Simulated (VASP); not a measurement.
The system is CoSn.

```xyz
6
Lattice="5.2460 0.0000 0.0000 -2.6230 4.5432 0.0000 0.0000 0.0000 4.1876" Properties=species:S:1:pos:R:3 pbc="T T T"
Co   -1.3115    2.2716    0.0000
Co    1.3115    2.2716    0.0000
Co    2.6230    0.0000    0.0000
Sn    2.6230    1.5144    2.0938
Sn    0.0000    3.0288    2.0938
Sn    0.0000    0.0000    0.0000
```

The cell is a database's computed one.

```yaml
Program: VASP 6.6.1
Task: relaxation of cell and atoms
Functional: PBE
Potentials_or_basis: VASP PAW PBE potentials, release 64 (Co, Sn_d)
Cutoff: 600 eV
k_mesh: 6 × 6 × 4
Occupations: gaussian, width 0.1 eV
Spin: no spin polarisation
```

At the start: pressure 4.0 GPa; volume 16.63 Å³/atom.

How do energy, volume and symmetry change on relaxing?

Over 3 steps the energy falls by 5.9 meV/atom and the volume is 17.13 Å³/atom (+3.0 %); space group P6/mmm (No. 191, to 0.05 Å).

Step by step:
| step | energy change (eV) | largest force (eV/Å) | pressure (GPa) | volume (Å³) |
| --- | --- | --- | --- | --- |
| 1 | 0.0000 | 0.0000 | 4.01 | 99.81 |
| 2 | 0.0017 | 0.0000 | -3.65 | 105.94 |
| 3 | -0.0356 | 0.0000 | -0.04 | 102.76 |

Final structure:
```cif
data_structure
_symmetry_space_group_name_H-M 'P 1'
_symmetry_Int_Tables_number 1
_cell_length_a 5.2995
_cell_length_b 5.2995
_cell_length_c 4.2250
_cell_angle_alpha 90.000
_cell_angle_beta 90.000
_cell_angle_gamma 120.000
_cell_volume 102.76
loop_
_atom_site_label
_atom_site_type_symbol
_atom_site_fract_x
_atom_site_fract_y
_atom_site_fract_z
_atom_site_occupancy
Co1 Co 0.00000 0.50000 0.00000 1
Co2 Co 0.50000 0.50000 0.00000 1
Co3 Co 0.50000 0.00000 0.00000 1
Sn1 Sn 0.66667 0.33333 0.50000 1
Sn2 Sn 0.33333 0.66667 0.50000 1
Sn3 Sn 0.00000 0.00000 0.00000 1
```

Caveat: the k mesh is coarse (spacing up to 0.38 Å⁻¹), so the values aren't converged.
